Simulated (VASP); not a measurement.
RhN, 2 atoms in the cell. Symmetry: F-43m, No. 216, cubic system. The conventional cell has a = 4.862 Å, b = 4.862 Å, c = 4.862 Å, α = 90.00°, β = 90.00°, γ = 90.00°. Rh (site symmetry -43m) has 4 N at 2.11 Å as nearest neighbours. N (site symmetry -43m) is surrounded by 4 Rh at 2.11 Å. The cell comes from a database or a generator and needn't be the stable form of this composition.

```yaml
Program: VASP 6.6.1
Task: single point
Functional: r2SCAN
Potentials_or_basis: VASP PAW PBE potentials, release 64 (Rh_pv, N)
Cutoff: 520 eV
k_mesh: 7 × 7 × 7
Occupations: gaussian, width 0.05 eV
Spin: collinear spin, ferromagnetic start
Starting_moments: "[0.6, 0.0] μB"
Further_INCAR_settings: ALGO = Normal; EDIFF = 1e-06; NBANDS = 21
```

Potentials or basis: VASP PAW PBE potentials, release 64 (Rh_pv, N).

Command:

```bash
$ cat potpaw_PBE.64/Rh_pv/POTCAR potpaw_PBE.64/N/POTCAR > POTCAR
$ mpirun -np 1 vasp_std > vasp.out
```

Hardware: 1 thread of Intel(R) Xeon(R) Platinum 8259CL CPU @ 2.50GHz (Skylake/Cascade Lake) (shared host).

**Question.** Estimate the wall time of this run.

**Answer.** Run time: 2.4 min on 1 thread of Intel(R) Xeon(R) Platinum 8259CL CPU @ 2.50GHz (Skylake/Cascade Lake) (shared host), peak memory 0.19 GiB. Counts: scf iterations 17, k points 20.
